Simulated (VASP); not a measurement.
OSZICAR of a VASP run on TiTe (atoms displaced from the space group 186 structure):

### OSZICAR
```
       N       E                     dE             d eps       ncg     rms          rms(c)
DAV:   1     0.265614745514E+03    0.26561E+03   -0.13516E+04   528   0.108E+03
DAV:   2     0.114344477483E+02   -0.25418E+03   -0.24955E+03   476   0.351E+02
DAV:   3    -0.224380417019E+02   -0.33872E+02   -0.33606E+02   780   0.111E+02
DAV:   4    -0.259611147142E+02   -0.35231E+01   -0.34821E+01   640   0.288E+01
DAV:   5    -0.262759424732E+02   -0.31483E+00   -0.31470E+00   624   0.717E+00    0.118E+01
DAV:   6    -0.239968535105E+02    0.22791E+01   -0.53042E+01   626   0.413E+01    0.941E+00
DAV:   7    -0.260939241659E+02   -0.20971E+01   -0.52858E+01   640   0.238E+01    0.153E+01
DAV:   8    -0.230090696179E+02    0.30849E+01   -0.97472E+00   628   0.137E+01    0.386E+00
DAV:   9    -0.231083683377E+02   -0.99299E-01   -0.32466E+00   640   0.492E+00    0.411E+00
DAV:  10    -0.230184553128E+02    0.89913E-01   -0.10485E+00   598   0.334E+00    0.677E-01
DAV:  11    -0.230180849533E+02    0.37036E-03   -0.80289E-02   628   0.137E+00    0.372E-01
DAV:  12    -0.230180304711E+02    0.54482E-04   -0.10911E-02   622   0.539E-01    0.134E-01
DAV:  13    -0.230181850372E+02   -0.15457E-03   -0.10726E-03   588   0.161E-01    0.531E-02
DAV:  14    -0.230182081986E+02   -0.23161E-04   -0.31674E-04   622   0.640E-02    0.318E-02
DAV:  15    -0.230182162754E+02   -0.80768E-05   -0.19841E-04   628   0.534E-02    0.297E-02
DAV:  16    -0.230182103904E+02    0.58850E-05   -0.61091E-05   636   0.299E-02    0.387E-03
DAV:  17    -0.230182107137E+02   -0.32335E-06   -0.36765E-06   370   0.928E-03
   1 F= -.23018211E+02 E0= -.22970983E+02  d E =-.944545E-01
```

Problem. Which electronic solver shows in the log?

Solution. It is blocked Davidson (ALGO = Normal, or the opening steps of other solvers). The INCAR had ALGO = Normal.

Problem. Can the final energy be trusted as converged?

Solution. The calculation finished and met its thresholds. It stopped with EDIFF = 1E-6, NELM = 100 (PBEsol GGA, plane waves, VASP's PBE PAW potentials (set 64)).

The structure was generated: TiTe was put into an ordered model structure, which need not be its known phase. The cell was not relaxed at this level, atoms are displaced from their ideal sites. The k-mesh is coarse (spacing up to 0.52 per Å, 2π included), so the numbers may not be converged in it. The run is one of a series of settings (GGA = PS against the base run), some of them coarse on purpose.
